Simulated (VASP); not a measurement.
A convergence study with VASP on Ti₃Al (space group no. 194 when undisturbed): a few settings are varied, all else stays as given below, so the limit is that of these other settings. One atom is moved off its site, so that forces are finite.

```xyz
8
Lattice="5.7764 0.0000 0.0000 -2.8882 5.0025 0.0000 0.0000 0.0000 4.6537" Properties=species:S:1:pos:R:3 pbc="T T T"
Ti     2.8882     3.3007     1.1634
Ti     0.0000     1.7019     3.4903
Ti    -1.4144     4.1516     3.4903
Ti     4.3026     0.8509     1.1634
Ti     1.4739     0.8509     1.1634
Ti     1.4144     4.1516     3.4903
Al     0.0000     3.3350     1.2134
Al     2.8882     1.6675     3.4903
```

Calculation: LDA (Ceperley-Alder, Perdew-Zunger), VASP's LDA PAW potentials (set 64) (plane waves; VASP). The last row used: 300 eV cut-off, 10×10×10 Γ-centred mesh shifted by (0.5, 0.5, 0.5), Fermi-Dirac smearing of 0.10 eV, potentials Ti_sv Al.

| setting | E (eV/atom) | pressure (GPa) | largest force (eV/Å) | irreducible k-points |
|---|---|---|---|---|
| 1×1×1 mesh | -7.4479 | -0.81 | 1.724 | 1 |
| 1×1×2 mesh | -7.6991 | -7.11 | 0.366 | 1 |
| 2×2×2 mesh | -7.7385 | -8.81 | 0.338 | 3 |
| 2×2×3 mesh | -7.7018 | -8.16 | 0.342 | 5 |
| 3×3×3 mesh | -7.7029 | -8.26 | 0.343 | 10 |
| 3×3×4 mesh | -7.7074 | -8.31 | 0.340 | 12 |
| 4×4×4 mesh | -7.7060 | -8.30 | 0.339 | 20 |
| 4×4×5 mesh | -7.7070 | -8.31 | 0.342 | 26 |
| 5×5×5 mesh | -7.7067 | -8.30 | 0.342 | 39 |
| 5×5×6 mesh | -7.7064 | -8.29 | 0.341 | 45 |
| 6×6×6 mesh | -7.7066 | -8.30 | 0.341 | 63 |
| 6×6×7 mesh | -7.7067 | -8.30 | 0.341 | 75 |
| 7×7×8 mesh | -7.7067 | -8.30 | 0.341 | 112 |
| 8×8×8 mesh | -7.7067 | -8.30 | 0.341 | 144 |
| 9×9×9 mesh | -7.7067 | -8.30 | 0.341 | 205 |
| 10×10×10 mesh | -7.7067 | -8.31 | 0.341 | 275 |

Left out are rungs that failed or repeat a setting and relaxations that didn't move; long series are thinned to 24 rows.

The structure comes from a computed database's Ti3Al entry (space group no. 194); how it stands against other phases isn't given here. The cell was not relaxed at this level, it is distorted from the ideal structure.
